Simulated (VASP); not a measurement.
# BP: cell size against the level of theory

How close do the usual functionals, with and without dispersion, come to the cell of BP? The levels: LDA, PBE, r2SCAN, PBE + D3(BJ), r2SCAN + rVV10, AM05, revPBE + D3(BJ) and BLYP + D3(BJ). LASPH is on for some levels and off for others; the table marks which. The start is a cell from a database of measured crystal structures.

Program: VASP 6.6.1. Level of theory: LDA; plane waves and PAW (B, P), in the first sound run; inputs show where later runs differ. Results are calculated unless marked as measured.

**Measured values to reproduce.**

“Thermal expansion coefficients of high thermal conducting BAs and BP materials” (2019, arxiv:1906.04101) reports for BP, zinc blende, by single-crystal XRD (Mo K-alpha) (metal-flux-grown single crystal, 100 K): lattice constant a (cubic a at 100 K) 4.5383 ± 0.0008 Å.

## 1. Set-up

Before any relaxation, the start is as follows. Symmetry: F-43m, No. 216, cubic system. The conventional cell has a = 4.538 Å, b = 4.538 Å, c = 4.538 Å, α = 90.00°, β = 90.00°, γ = 90.00°. Nearest to B lie 4 P at 1.97 Å. Nearest to P lie 4 B at 1.97 Å. Farther neighbours are not listed.

As a file:

```
B P
1.0
     0.00000    2.26900    2.26900
     2.26900    0.00000    2.26900
     2.26900    2.26900    0.00000
B P
1 1
Direct
  0.00000 0.00000 0.00000
  0.25000 0.25000 0.25000
```

## 2. Relaxation with LDA

Properties are meant for the cell that this level of theory prefers, so cell and atoms are relaxed first (ISIF = 3) until forces and stress are small; EDIFFG sets the threshold. LDA, the lowest rung, knows the local density alone.

INCAR

```
SYSTEM = BP
PREC = Accurate
ENCUT = 520
EDIFF = 1E-06
NELM = 100
ISMEAR = -1
SIGMA = 0.05
LREAL = .FALSE.
ALGO = Normal
GGA = CA
NBANDS = 10
LORBIT = 11
LWAVE = .FALSE.
LCHARG = .FALSE.
KPAR = 2
IBRION = 2
NSW = 60
ISIF = 3
EDIFFG = -0.01
```

POSCAR

```
BP
1.0
    0.0000000000      2.2690000000      2.2690000000
    2.2690000000      0.0000000000      2.2690000000
    2.2690000000      2.2690000000      0.0000000000
B P
1 1
Direct
    0.0000000000      0.0000000000      0.0000000000
    0.2500000000      0.2500000000      0.2500000000
```

KPOINTS

```
Automatic mesh
0
Gamma
10 10 10
0 0 0
```

The projector-augmented-wave data sets are B and P (PBE family, release 64).

Run with:

```sh
$ mpirun -np 2 vasp_std
```

The program printed:

```text
[banner, memory and clock lines left out]
running    2 mpi-ranks, on    1 nodes
 distrk:  each k-point on    1 cores,    2 groups
 distr:  one band on    1 cores,    1 groups

 POSCAR found type information on POSCAR B P
 POSCAR found :  2 types and       2 ions
|                                                                             |
|               ----> ADVICE to this user running VASP <----                  |
|                                                                             |
|     You enforced a specific xc type in the INCAR file but a different       |
|     [... a line on the potential file left out ...]
|     I HOPE YOU KNOW WHAT YOU ARE DOING!                                     |
|                                                                             |

 LDA part: xc-table for (Slater(with rela. corr.)+CA(PZ))
 , standard interpolation
 POSCAR, INCAR and KPOINTS ok, starting setup
 FFT: planning ... GRIDC
 FFT: planning ... GRID_SOFT
 FFT: planning ... GRID
 WAVECAR not read
 entering main loop
       N       E                     dE             d eps       ncg     rms          rms(c)
DAV:   1     0.869919423753E+01    0.86992E+01   -0.40206E+03   940   0.717E+02
DAV:   2    -0.144351818289E+02   -0.23134E+02   -0.21836E+02  1306   0.113E+02
DAV:   3    -0.150323274227E+02   -0.59715E+00   -0.59641E+00  1138   0.171E+01
DAV:   4    -0.150345360552E+02   -0.22086E-02   -0.22084E-02  1192   0.121E+00
DAV:   5    -0.150345464680E+02   -0.10413E-04   -0.10413E-04  1152   0.748E-02    0.615E+00
DAV:   6    -0.143785135841E+02    0.65603E+00   -0.15286E+00  1054   0.570E+00    0.318E+00
DAV:   7    -0.142699537233E+02    0.10856E+00   -0.24238E-01  1212   0.264E+00    0.113E+00
DAV:   8    -0.142578657073E+02    0.12088E-01   -0.33664E-02  1116   0.100E+00    0.213E-01
DAV:   9    -0.142578879800E+02   -0.22273E-04   -0.67605E-04  1058   0.194E-01    0.150E-01
DAV:  10    -0.142578836647E+02    0.43153E-05   -0.14447E-04  1088   0.719E-02    0.269E-02
DAV:  11    -0.142578852490E+02   -0.15842E-05   -0.44885E-06  1134   0.122E-02    0.279E-02
DAV:  12    -0.142578849732E+02    0.27582E-06   -0.20121E-06   612   0.631E-03
   1 F= -.14257885E+02 E0= -.14257885E+02  d E =-.142579E+02
 curvature:   0.00 expect dE= 0.000E+00 dE for cont linesearch  0.000E+00
 trial: gam= 0.00000 g(F)=  0.213E-47 g(S)=  0.291E-01 ort = 0.000E+00 (trialstep = 0.100E+01)
 search vector abs. value=  0.291E-01
 bond charge predicted
       N       E                     dE             d eps       ncg     rms          rms(c)
DAV:   1    -0.142817959298E+02   -0.23911E-01   -0.61797E-01  1054   0.521E+00    0.912E-01
DAV:   2    -0.142658503465E+02    0.15946E-01   -0.32766E-02  1044   0.975E-01    0.484E-01
DAV:   3    -0.142615719754E+02    0.42784E-02   -0.91553E-03  1052   0.465E-01    0.125E-01
DAV:   4    -0.142612573184E+02    0.31466E-03   -0.36264E-04  1122   0.118E-01    0.941E-02
DAV:   5    -0.142612053780E+02    0.51940E-04   -0.55064E-05  1128   0.452E-02    0.457E-02
DAV:   6    -0.142612037473E+02    0.16307E-05   -0.21079E-06   930   0.947E-03    0.340E-03
DAV:   7    -0.142612037452E+02    0.21548E-08   -0.11098E-07   516   0.204E-03
   2 F= -.14261204E+02 E0= -.14261204E+02  d E =-.331877E-02
 trial-energy change:   -0.003319  1 .order   -0.002937   -0.029135    0.023262
 step:   0.5668(harm=  0.5560)  dis= 0.00000  next Energy=   -14.266211 (dE=-0.833E-02)
 bond charge predicted
       N       E                     dE             d eps       ncg     rms          rms(c)
DAV:   1    -0.142701198812E+02   -0.89161E-02   -0.11442E-01  1050   0.221E+00    0.388E-01
DAV:   2    -0.142671180838E+02    0.30018E-02   -0.63657E-03  1046   0.425E-01    0.205E-01
DAV:   3    -0.142663308383E+02    0.78725E-03   -0.16606E-03  1060   0.198E-01    0.480E-02
DAV:   4    -0.142662666128E+02    0.64225E-04   -0.76541E-05  1112   0.530E-02    0.359E-02
DAV:   5    -0.142662581118E+02    0.85010E-05   -0.89227E-06  1130   0.184E-02    0.187E-02
DAV:   6    -0.142662577842E+02    0.32760E-06   -0.37270E-07   502   0.389E-03
   3 F= -.14266258E+02 E0= -.14266258E+02  d E =-.837281E-02
 curvature:  -0.28 expect dE=-0.481E-07 dE for cont linesearch -0.481E-07
 trial: gam=-0.00243 g(F)=  0.143E-48 g(S)=  0.173E-06 ort = 0.710E-04 (trialstep = 0.913E+00)
 search vector abs. value=  0.101E-09
 reached required accuracy - stopping structural energy minimisation
```

The job ended after 6 s (2 MPI ranks of Intel Xeon 6975P-C (Granite Rapids), shared host; peak memory 0.23 GiB).

Lines that name or quote the potential files are left out of all logs, and their timing lines are given in words.

From OUTCAR (step 2):

```text
ion  position               nearest neighbor table
   1  0.000  0.000  0.000-   2 1.97   2 1.97   2 1.97   2 1.97
   2  0.250  0.250  0.250-   1 1.97   1 1.97   1 1.97   1 1.97

  LATTYP: Found a face centered cubic cell.
 ALAT       =     4.5380000000

 Subroutine GETGRP returns: Found 24 space group operations
 (whereof 24 operations were pure point group operations)

The static configuration has the point symmetry T_d .

 Found     47 irreducible k-points:

   k-points           NKPTS =     47   k-points in BZ     NKDIM =     47   number of bands    NBANDS=     10

   dimension x,y,z NGX =    24 NGY =   24 NGZ =   24
   dimension x,y,z NGXF=    48 NGYF=   48 NGZF=   48

   ENCUT  =  520.0 eV  38.22 Ry    6.18 a.u.   5.97  5.97  5.97*2*pi/ulx,y,z

   NELECT =       8.0000    total number of electrons

 k-points in reciprocal lattice and weights: Automatic mesh
   0.00000000  0.00000000  0.00000000       0.001
   0.10000000  0.00000000  0.00000000       0.008
   0.20000000  0.00000000  0.00000000       0.008
   0.30000000  0.00000000  0.00000000       0.008
   0.40000000  0.00000000  0.00000000       0.008
   0.50000000  0.00000000  0.00000000       0.004
   0.10000000  0.10000000  0.00000000       0.006
   0.20000000  0.10000000  0.00000000       0.024
   0.30000000  0.10000000  0.00000000       0.024
[...]
-0.30000000  0.40000000  0.20000000       0.024
  -0.30000000  0.50000000  0.20000000       0.012

 average (electrostatic) potential at core
       1 -24.4315       2 -80.7731

 E-fermi :   8.1339

 k-point     1 :       0.0000    0.0000    0.0000
  band No.  band energies     occupation
      1      -8.0770      2.00000
      2       7.5691      1.99998
      3       7.5691      1.99998
      4       7.5691      1.99998
      5      10.9919      0.00000
      6      10.9919      0.00000
      7      10.9919      0.00000
      8      15.3430      0.00000
      9      18.9944      0.00000
    ...

 k-point     2 :       0.1000    0.0000    0.0000
  band No.  band energies     occupation
      1      -7.8930      2.00000
      2       6.2533      2.00000
      3       7.2664      2.00000
      4       7.2664      2.00000
      5      11.4099      0.00000
      6      11.4099      0.00000
      7      11.4501      0.00000
      8      15.8209      0.00000
      9      19.1679      0.00000
    ...

 k-point     3 :       0.2000    0.0000    0.0000
  band No.  band energies     occupation
      1      -7.3477      2.00000
      2       3.8774      2.00000
      3       6.6952      2.00000
      4       6.6952      2.00000
      5      11.7034      0.00000
      6      12.1393      0.00000
      7      12.1393      0.00000
      8      16.8499      0.00000
      9      18.5225      0.00000
    ...

  Total       -0.0015466     -0.0015466     -0.0015466      0.0000000      0.0000000      0.0000000
  in kB       -0.1088711     -0.1088711     -0.1088711      0.0000000      0.0000000      0.0000000
  external PRESSURE =      -0.1088711 kB  Pullay stress =       0.0000000 kB

  energy-cutoff  :      520.00
  volume of cell :       22.76
      direct lattice vectors                 reciprocal lattice vectors
    -0.000000000  2.249316266  2.249316266    -0.222289772  0.222289772  0.222289772
     2.249316266 -0.000000000  2.249316266     0.222289772 -0.222289772  0.222289772
     2.249316266  2.249316266  0.000000000     0.222289772  0.222289772 -0.222289772

 POSITION                                       TOTAL-FORCE (eV/Angst)
 -----------------------------------------------------------------------------------
      0.00000      0.00000      0.00000        -0.000000     -0.000000     -0.000000
      1.12466      1.12466      1.12466         0.000000      0.000000      0.000000
 -----------------------------------------------------------------------------------
    total drift:                               -0.000000     -0.000000      0.000000

  FREE ENERGIE OF THE ION-ELECTRON SYSTEM (eV)
  ---------------------------------------------------
  free  energy   TOTEN  =       -14.2662577842 eV

  energy  without entropy=      -14.2662576857  energy(sigma->0) =      -14.26625773

 reached required accuracy - stopping structural energy minimisation

 total charge
# of ion       s       p       d       tot
------------------------------------------
    1        0.660   1.307   0.000   1.967
    2        0.986   1.587   0.000   2.573
--------------------------------------------------
tot          1.646   2.894   0.000   4.541

[... 3 further parts left out ...]
```

CONTCAR:

```
BP
   1.00000000000000
    -0.0000000000000000    2.2493162655131891    2.2493162655131891
     2.2493162655131891   -0.0000000000000000    2.2493162655131891
     2.2493162655131891    2.2493162655131891    0.0000000000000000
  B               P
     1     1
Direct
     0.0000000000000000    0.0000000000000000    0.0000000000000000
     0.2500000000000000    0.2500000000000000    0.2500000000000000
```

The gap is read on the k-mesh alone, so it is an upper bound where the band edges lie off the mesh. The PAW data sets were made with PBE, though LDA sets exist; this is a small mismatch. The run keeps the 24 symmetry operations of its start, so it cannot find a distortion of lower symmetry.

Step by step:

```
step  energy less that of the first step (eV)  largest force (eV/Å)  pressure (GPa)  volume (Å³)
   1                                   0.0000                0.0000           -4.35        23.36
   2                                  -0.0033                0.0000            3.64        22.31
   3                                  -0.0084                0.0000           -0.01        22.76
```

| conventional cell, symmetrised | before | after | change |
| --- | --- | --- | --- |
| a (Å) | 4.538 | 4.499 | -0.9 % |
| b (Å) | 4.538 | 4.499 | -0.9 % |
| c (Å) | 4.538 | 4.499 | -0.9 % |
| volume (Å³/atom) | 11.68 | 11.38 | -2.6 % |

Final coordinates:

```
B P
1.0
     0.00000    2.24932    2.24932
     2.24932    0.00000    2.24932
     2.24932    2.24932    0.00000
B P
1 1
Direct
  0.00000 0.00000 0.00000
  0.25000 0.25000 0.25000
```

This step gave:

| Quantity | Value |
| --- | --- |
| electrons | 8 |
| bands | 10 |
| irreducible k-points | 47 |
| symmetry operations | 24 |
| free energy (TOTEN) | -14.27 eV |
| Fermi energy | 8.134 eV |
| pressure | -0.01089 GPa |
| metallic | no |
| valence top at k | 0, 0, 0 |
| conduction bottom at k | 0.4, 0.4, 0 |
| least direct gap at k | 0, 0, 0 |
| SCF cycles over all ionic steps | 25 |
| gap on the k-mesh | 1.166 eV |
| least direct gap on the k-mesh | 3.423 eV |

It ends with forces that vanish by symmetry and a pressure of -0.01 GPa. The volume lies -2.6 % from that of the database's start, which holds the thermal and zero-point expansion of its experiment. The conventional cell has a = 4.499 Å.

## 3. Relaxation with PBE

This step: PBE; plane waves and PAW (B, P) (VASP 6.6.1).

PBE, the usual starting point, adds the gradient of the density.

INCAR: that of step 2 with these lines changed.

```diff
@@ -9,3 +9,3 @@
 ALGO = Normal
-GGA = CA
+GGA = PE
 NBANDS = 10
```

POSCAR is that of step 2.

KPOINTS is that of step 2.

Run with:

```sh
$ mpirun -np 2 vasp_std
```

The program printed:

```text
[banner, memory and clock lines left out]
running    2 mpi-ranks, on    1 nodes
 distrk:  each k-point on    1 cores,    2 groups
 distr:  one band on    1 cores,    1 groups

 POSCAR found type information on POSCAR B P
 POSCAR found :  2 types and       2 ions
 LDA part: xc-table for (Slater+PW92), standard interpolation
 POSCAR, INCAR and KPOINTS ok, starting setup
 FFT: planning ... GRIDC
 FFT: planning ... GRID_SOFT
 FFT: planning ... GRID
 WAVECAR not read
 entering main loop
       N       E                     dE             d eps       ncg     rms          rms(c)
DAV:   1     0.993630102421E+01    0.99363E+01   -0.40213E+03   940   0.717E+02
DAV:   2    -0.130464903521E+02   -0.22983E+02   -0.21692E+02  1308   0.113E+02
DAV:   3    -0.136358994853E+02   -0.58941E+00   -0.58868E+00  1152   0.169E+01
DAV:   4    -0.136380096747E+02   -0.21102E-02   -0.21099E-02  1186   0.117E+00
DAV:   5    -0.136380195578E+02   -0.98832E-05   -0.98823E-05  1136   0.714E-02    0.721E+00
DAV:   6    -0.130285144773E+02    0.60951E+00   -0.14491E+00  1060   0.561E+00    0.390E+00
DAV:   7    -0.129378827199E+02    0.90632E-01   -0.24117E-01  1230   0.262E+00    0.132E+00
DAV:   8    -0.129299597934E+02    0.79229E-02   -0.28390E-02  1076   0.100E+00    0.205E-01
DAV:   9    -0.129302727298E+02   -0.31294E-03   -0.66287E-04  1088   0.188E-01    0.121E-01
DAV:  10    -0.129304706191E+02   -0.19789E-03   -0.28729E-04  1128   0.111E-01    0.294E-02
DAV:  11    -0.129304798972E+02   -0.92781E-05   -0.99467E-06  1228   0.226E-02    0.312E-02
DAV:  12    -0.129304808754E+02   -0.97820E-06   -0.38633E-06  1062   0.107E-02
   1 F= -.12930481E+02 E0= -.12930481E+02  d E =-.129305E+02
 curvature:   0.00 expect dE= 0.000E+00 dE for cont linesearch  0.000E+00
 trial: gam= 0.00000 g(F)=  0.421E-48 g(S)=  0.123E-02 ort = 0.000E+00 (trialstep = 0.100E+01)
 search vector abs. value=  0.123E-02
 bond charge predicted
       N       E                     dE             d eps       ncg     rms          rms(c)
DAV:   1    -0.129314413270E+02   -0.96143E-03   -0.24928E-02  1060   0.102E+00    0.191E-01
DAV:   2    -0.129308387650E+02    0.60256E-03   -0.12659E-03  1048   0.189E-01    0.105E-01
DAV:   3    -0.129306706884E+02    0.16808E-03   -0.34612E-04  1072   0.901E-02    0.287E-02
DAV:   4    -0.129306556816E+02    0.15007E-04   -0.14000E-05  1116   0.232E-02    0.226E-02
DAV:   5    -0.129306514965E+02    0.41852E-05   -0.35288E-06  1072   0.114E-02    0.115E-02
DAV:   6    -0.129306510556E+02    0.44081E-06   -0.11817E-07   504   0.241E-03
   2 F= -.12930651E+02 E0= -.12930651E+02  d E =-.170180E-03
 trial-energy change:   -0.000170  1 .order   -0.000177   -0.001227    0.000873
 step:   0.5795(harm=  0.5845)  dis= 0.00000  next Energy=   -12.930835 (dE=-0.354E-03)
 bond charge predicted
       N       E                     dE             d eps       ncg     rms          rms(c)
DAV:   1    -0.129309709472E+02   -0.31945E-03   -0.44140E-03  1062   0.431E-01    0.820E-02
DAV:   2    -0.129308641682E+02    0.10678E-03   -0.22351E-04  1056   0.797E-02    0.451E-02
DAV:   3    -0.129308364641E+02    0.27704E-04   -0.61734E-05  1060   0.380E-02    0.121E-02
DAV:   4    -0.129308352414E+02    0.12228E-05   -0.24123E-06   938   0.969E-03    0.927E-03
DAV:   5    -0.129308355787E+02   -0.33736E-06   -0.63709E-07   490   0.513E-03
   3 F= -.12930836E+02 E0= -.12930836E+02  d E =-.354703E-03
 curvature:  -0.29 expect dE=-0.309E-07 dE for cont linesearch -0.309E-07
 trial: gam=-0.00919 g(F)=  0.162E-48 g(S)=  0.106E-06 ort = 0.114E-04 (trialstep = 0.916E+00)
 search vector abs. value=  0.109E-09
 reached required accuracy - stopping structural energy minimisation
```

It took 5.4 s on 2 MPI ranks; peak memory 0.26 GiB.

Parts of OUTCAR (step 3):

```text
The static configuration has the point symmetry T_d .

 Found     47 irreducible k-points:

   NELECT =       8.0000    total number of electrons

 E-fermi :   7.9733

 k-point     1 :       0.0000    0.0000    0.0000
  band No.  band energies     occupation
      1      -8.0434      2.00000
      2       7.3684      1.99999
      3       7.3684      1.99999
      4       7.3684      1.99999
      5      10.7611      0.00000
      6      10.7611      0.00000
      7      10.7611      0.00000
      8      14.6597      0.00000
      9      18.8448      0.00000
    ...

 k-point     2 :       0.1000    0.0000    0.0000
  band No.  band energies     occupation
      1      -7.8641      2.00000
      2       6.0702      2.00000
      3       7.0750      2.00000
      4       7.0750      2.00000
      5      11.1673      0.00000
      6      11.1673      0.00000
      7      11.1923      0.00000
      8      15.1865      0.00000
      9      18.8011      0.00000
    ...

  Total        0.0012083      0.0012083      0.0012083     -0.0000000     -0.0000000      0.0000000
  in kB        0.0824101      0.0824101      0.0824101     -0.0000000     -0.0000000      0.0000000
  external PRESSURE =       0.0824101 kB  Pullay stress =       0.0000000 kB

  energy-cutoff  :      520.00
  volume of cell :       23.49
      direct lattice vectors                 reciprocal lattice vectors
     0.000000000  2.273130303  2.273130303    -0.219960994  0.219960994  0.219960994
     2.273130303  0.000000000  2.273130303     0.219960994 -0.219960994  0.219960994
     2.273130303  2.273130303 -0.000000000     0.219960994  0.219960994 -0.219960994

 POSITION                                       TOTAL-FORCE (eV/Angst)
 -----------------------------------------------------------------------------------
      0.00000      0.00000      0.00000        -0.000000     -0.000000     -0.000000
      1.13657      1.13657      1.13657         0.000000      0.000000      0.000000
 -----------------------------------------------------------------------------------
    total drift:                                0.000000      0.000000      0.000000

  FREE ENERGIE OF THE ION-ELECTRON SYSTEM (eV)
  ---------------------------------------------------
  free  energy   TOTEN  =       -12.9308355787 eV

  energy  without entropy=      -12.9308355316  energy(sigma->0) =      -12.93083556

 total charge
# of ion       s       p       d       tot
------------------------------------------
    1        0.666   1.268   0.000   1.934
    2        0.992   1.573   0.000   2.566
--------------------------------------------------
tot          1.659   2.841   0.000   4.500

[... 8 parts as in an earlier step ...]

[... 5 further parts left out ...]
```

The steps of the relaxation:

```csv
step,energy less that of the first step (eV),largest force (eV/Å),pressure (GPa),volume (Å³)
1,0.0000,0.0000,0.89,23.36
2,-0.0002,0.0000,-0.63,23.58
3,-0.0004,0.0000,0.01,23.49
```

```
conventional cell, symmetrised  before  after  change
                         a (Å)   4.538  4.546  +0.2 %
                         b (Å)   4.538  4.546  +0.2 %
                         c (Å)   4.538  4.546  +0.2 %
              volume (Å³/atom)   11.68  11.75  +0.5 %
```

The relaxed structure:

```xyz
2
Lattice="0.0000 2.2731 2.2731 2.2731 0.0000 2.2731 2.2731 2.2731 0.0000" Properties=species:S:1:pos:R:3 pbc="T T T"
B     0.0000    0.0000    0.0000
P     1.1366    1.1366    1.1366
```

This step gave:

* free energy (TOTEN): -12.93 eV
* Fermi energy: 7.973 eV
* pressure: 0.008241 GPa
* SCF cycles over all ionic steps: 23
* gap on the k-mesh: 1.247 eV
* least direct gap on the k-mesh: 3.393 eV

It ends at 11.75 Å³/atom, +0.5 % from the start, with 0.01 GPa left. The conventional cell has a = 4.546 Å.

(Part 1 of 3 ends here.)

[Lines on the potential files, build, host, timing and source positions are cut from VASP's logs without a mark.]

[Logs are printed without paths, hosts, clocks, repeated set-up lines and the standing remarks that a program may print on its own settings, such as how far it seeks lower states.]

[Hosts, paths, dates, database ids (printed as entryN), source tags and the programs' standing remarks are cut or masked in the printed files.]

[A measured line is paired with the nearest computed mode of its activity, which favours agreement.]
